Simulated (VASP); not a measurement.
Output of a VASP run:

**OUTCAR**
```
 ion  position               nearest neighbor table
   1  0.000  0.000  0.000-
  LATTYP: Found a body centered cubic cell.
 ALAT       =     4.3491025364
 Subroutine PRICEL returns:
 Original cell was already a primitive cell.
 Subroutine GETGRP returns: Found 48 space group operations
The static configuration has the point symmetry O_h .
The dynamic configuration has the point symmetry O_h .
 Subroutine INISYM returns: Found 48 space group operations
 Subroutine IBZKPT returns following result:
 Found     84 irreducible k-points:

 Following reciprocal coordinates:
            Coordinates               Weight
  0.000000  0.000000  0.000000      1.000000
  0.076923  0.000000  0.000000     12.000000
  0.153846  0.000000  0.000000     12.000000
  0.230769  0.000000  0.000000     12.000000
  0.307692  0.000000  0.000000     12.000000
  0.384615  0.000000  0.000000     12.000000
  0.461538  0.000000  0.000000     12.000000
  0.076923  0.076923  0.000000     24.000000
  0.153846  0.076923  0.000000     48.000000
  0.230769  0.076923  0.000000     48.000000
  0.307692  0.076923  0.000000     48.000000
  0.384615  0.076923  0.000000     48.000000
  0.461538  0.076923  0.000000     24.000000
  0.153846  0.153846  0.000000     24.000000
  0.230769  0.153846  0.000000     48.000000
  0.307692  0.153846 -0.000000     48.000000
  0.384615  0.153846  0.000000     48.000000
  0.230769  0.230769  0.000000     24.000000
  0.307692  0.230769  0.000000     48.000000
  0.384615  0.230769  0.000000     24.000000
  0.307692  0.307692  0.000000     24.000000
  0.076923  0.076923  0.076923      8.000000
  0.153846  0.076923  0.076923     24.000000
  0.230769  0.076923  0.076923     24.000000
  0.307692  0.076923  0.076923     24.000000
  0.384615  0.076923  0.076923     24.000000
 -0.076923  0.076923  0.076923      6.000000
  0.153846  0.153846  0.076923     24.000000
  0.230769  0.153846  0.076923     48.000000
  0.307692  0.153846  0.076923     48.000000
  0.384615  0.153846  0.076923     24.000000
 -0.153846  0.153846  0.076923     24.000000
  0.230769  0.230769  0.076923     24.000000
  0.307692  0.230769  0.076923     48.000000
 -0.230769  0.230769  0.076923     24.000000
 -0.153846  0.230769  0.076923     24.000000
  0.307692  0.307692  0.076923      8.000000
 -0.307692  0.307692  0.076923     24.000000
 -0.230769  0.307692  0.076923     48.000000
 -0.384615  0.384615  0.076923     24.000000
   k-points           NKPTS =     84   k-points in BZ     NKDIM =     84   number of bands    NBANDS=      8
   number of dos      NEDOS =    601   number of ions     NIONS =      1
   total plane-waves  NPLWV =  21952
   dimension x,y,z NGX =    28 NGY =   28 NGZ =   28
   dimension x,y,z NGXF=    56 NGYF=   56 NGZF=   56
   ions per type =               1
   PREC   = accura    normal or accurate (medium, high low for compatibility)
   ISTART =      0    job   : 0-new  1-cont  2-samecut
   ICHARG =      2    charge: 1-file 2-atom 10-const
   ISPIN  =      1    spin polarized calculation?
   LNONCOLLINEAR =      F non collinear calculations
   LSORBIT =      F    spin-orbit coupling
   INIWAV =      1    electr: 0-lowe 1-rand  2-diag
   ENCUT  =  520.0 eV  38.22 Ry    6.18 a.u.   7.00  7.00  7.00*2*pi/ulx,y,z
   NELM   =    100;   NELMIN=  2; NELMDL= -5     # of ELM steps
   EDIFF  = 0.1E-06   stopping-criterion for ELM
   LREAL  =      F    real-space projection
   NLSPLINE    = F    spline interpolate recip. space projectors
   LMAXMIX     =    6 max onsite mixed and CHGCAR
   VOSKOWN=      0    Vosko Wilk Nusair interpolation
   EDIFFG = 0.1E-05   stopping-criterion for IOM
   NSW    =      0    number of steps for IOM
   NBLOCK =      1;   KBLOCK =      1    inner block; outer block
   IBRION =     -1    ionic relax: 0-MD 1-quasi-New 2-CG
   NFREE  =      0    steps in history (QN), initial steepest desc. (CG)
...
```

OSZICAR:
```
       N       E                     dE             d eps       ncg     rms          rms(c)
DAV:   1     0.103306472956E+02    0.10331E+02   -0.39196E+03  1368   0.834E+02
DAV:   2    -0.175415466522E+01   -0.12085E+02   -0.11987E+02  1864   0.113E+02
DAV:   3    -0.192256571312E+01   -0.16841E+00   -0.16539E+00  1800   0.100E+01
DAV:   4    -0.192562585538E+01   -0.30601E-02   -0.30297E-02  2160   0.158E+00
DAV:   5    -0.192562968973E+01   -0.38344E-05   -0.37934E-05  1848   0.489E-02    0.732E+00
DAV:   6    -0.193938970599E+01   -0.13760E-01   -0.12501E-03  2136   0.472E-01    0.436E+00
DAV:   7    -0.194667896955E+01   -0.72893E-02   -0.28405E-03  1880   0.713E-01    0.591E-02
DAV:   8    -0.194664584548E+01    0.33124E-04   -0.85423E-05  2288   0.886E-02    0.123E-02
DAV:   9    -0.194664478538E+01    0.10601E-05   -0.57309E-06  2216   0.250E-02    0.513E-03
DAV:  10    -0.194664459121E+01    0.19417E-06   -0.47993E-07  2072   0.578E-03    0.108E-03
DAV:  11    -0.194664462659E+01   -0.35385E-07   -0.89020E-09  1056   0.109E-03
   1 F= -.19466446E+01 E0= -.19466446E+01  d E =0.000000E+00
```

File OUTCAR:
```
------------------------ aborting loop because EDIFF is reached ----------------------------------------
  FORCE on cell =-STRESS in cart. coord.  units (eV):
  Direction    XX          YY          ZZ          XY          YZ          ZX
  --------------------------------------------------------------------------------------
  Total        0.0493820      0.0493820      0.0493820      0.0000000     -0.0000000      0.0000000
  in kB        1.9235820      1.9235820      1.9235820      0.0000000     -0.0000000      0.0000000
  external PRESSURE =       1.9235820 kB  Pullay stress =       0.0000000 kB
  volume of cell :       41.13
      direct lattice vectors                 reciprocal lattice vectors
    -2.174551268  2.174551268  2.174551268     0.000000000  0.229932496  0.229932496
     2.174551268 -2.174551268  2.174551268     0.229932496  0.000000000  0.229932496
     2.174551268  2.174551268 -2.174551268     0.229932496  0.229932496  0.000000000
 POSITION                                       TOTAL-FORCE (eV/Angst)
 -----------------------------------------------------------------------------------
      0.00000      0.00000      0.00000         0.000000      0.000000      0.000000
 -----------------------------------------------------------------------------------
    total drift:                                0.000000      0.000000      0.000000
  FREE ENERGIE OF THE ION-ELECTRON SYSTEM (eV)
  ---------------------------------------------------
  free  energy   TOTEN  =        -1.9466446266 eV

  energy  without entropy=       -1.9466446266  energy(sigma->0) =       -1.94664463

 total charge

# of ion       s       p       d       tot
------------------------------------------
    1        0.469   6.292   0.506   7.267
```
(Selected blocks of OUTCAR.)

POSCAR:
```
Eu
1
   -2.1745512682     2.1745512682     2.1745512682
    2.1745512682    -2.1745512682     2.1745512682
    2.1745512682     2.1745512682    -2.1745512682
Eu
1
Direct
  0.0000000000   0.0000000000   0.0000000000
```

### Question
Reconstruct the remaining input files.

### Answer
This is not unique; one that fits is the input of the run itself, AM05 GGA, plane waves, VASP's PBE PAW potentials (set 64).

**KPOINTS**
```
Automatic
0
G
13 13 13
```

### INCAR
```
ALGO = Normal
EDIFF = 1E-7
ENCUT = 520
GGA = AM
ISIF = 2
ISMEAR = -5
LASPH = .TRUE.
LCHARG = .TRUE.
LMAXMIX = 6
LORBIT = 11
LREAL = .FALSE.
LWAVE = .FALSE.
NEDOS = 601
NELM = 100
PREC = Accurate
SYSTEM = Eu
```

POTCAR, in this order: Eu_2 (PBE.64 set). Program: vasp_std.

The 4f electrons are frozen in the core of the lanthanide potential, so 4f levels, which can set the real gap, and their magnetism are missing. For a metal the tetrahedron method with Blöchl corrections gives inexact stress and forces.

The compound is Eu in the bcc structure. It was relaxed first, which changed the volume by -14 %.
